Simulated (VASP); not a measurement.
Here is the system:

```
CELL_PARAMETERS angstrom
      1.25500    -2.17372     0.00000
      1.25500     2.17372     0.00000
      0.00000     0.00000     4.07000
ATOMIC_POSITIONS crystal
  Co 0.33333 0.66667 0.25000
  Co 0.66667 0.33333 0.75000
```
Starting moments (μB, in the order of the record's atoms Co Co): 1.8 1.8.

Calculation: optB86b-vdW, VASP's PBE PAW potentials (set 64) (plane waves; VASP). Settings: 520 eV cut-off, 15×15×8 Γ-centred mesh, first-order Methfessel-Paxton smearing of 0.10 eV, potentials Co.

Energy and stress use the plane-wave basis of the starting cell.

Q: The ions, cell shape and volume are relaxed. Predict the relaxed structure.

A: 
```
CELL_PARAMETERS angstrom
      1.23535    -2.13969     0.00000
      1.23535     2.13969     0.00000
      0.00000     0.00000     3.98347
ATOMIC_POSITIONS crystal
  Co 0.33333 0.66667 0.25000
  Co 0.66667 0.33333 0.75000
```
Space group P6_3/mmc (194), at a tolerance of 0.03 Å. The cell ends with 3.16 μB, on the sites 1.59 1.59 μB.

Q: How do energy and volume change from the first to the last step?

A: The energy (σ→0) changes by -19.9 meV/atom and the volume by -5.2 %, in 6 ionic steps.

| step | E(σ→0) (eV) | max force (eV/Å) | pressure (GPa) | volume (Å³) |
|---|---|---|---|---|
| 1 | -9.2779 | 0.000 | -10.55 | 22.21 |
| 2 | -9.2691 | 0.000 | 14.47 | 19.94 |
| 3 | -9.3174 | 0.000 | -0.07 | 21.08 |
| 4 | -9.3174 | 0.000 | 0.11 | 21.06 |
| 5 | -9.3176 | 0.000 | 0.14 | 21.06 |
| 6 | -9.3176 | 0.000 | 0.13 | 21.06 |

The compound is Co in the hcp structure. This run relaxes it. Symmetry was kept, so distortions that lower it aren't found.
